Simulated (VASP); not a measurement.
All values below come from AM05 GGA, VASP's PBE PAW potentials (set 64) (plane waves; VASP 6.6.1).

The input files of a VASP run:

### POSCAR
```
MgO
1
    0.0000000000     2.1050000000     2.1050000000
    2.1050000000     0.0000000000     2.1050000000
    2.1050000000     2.1050000000     0.0000000000
Mg O
1 1
Direct
  0.0000000000   0.0000000000   0.0000000000
  0.5000000000   0.5000000000   0.5000000000
```

### KPOINTS
```
Automatic mesh
0
Gamma
10 10 10
0 0 0
```

**INCAR**
```
LREAL  =  F
ALGO  =  Normal   ! blocked Davidson
ISMEAR  =  0
LCHARG  =  F
GGA  =  AM   ! AM05
LWAVE  =  F
IBRION  =  2
EDIFFG  =  -0.01   ! ionic stop
EDIFF  =  1E-6
ENCUT  =  520   ! plane-wave cut-off (eV)
ISIF  =  3   ! ions, shape and volume
LASPH  =  T   ! aspherical one-centre terms
NSW  =  60
SYSTEM  =  MgO
PREC  =  Accurate
SIGMA  =  0.05   ! width (eV)
NELM  =  100
```

POTCAR, in this order: Mg O (PBE.64 set). Program: vasp_std.

**Question.** What will the output report for the number of irreducible k-points (NKPTS), largest plane-wave count, number of space-group operations, FFT grid (NGX, NGY, NGZ)?

**Answer.** 
* **number of irreducible k-points (NKPTS)**: 47
* **largest plane-wave count**: 531
* **number of space-group operations**: 48
* **FFT grid (NGX, NGY, NGZ)**: 24 × 24 × 24

The compound is MgO in the rock salt structure. This run relaxes it. Symmetry was kept, so distortions that lower it aren't found.
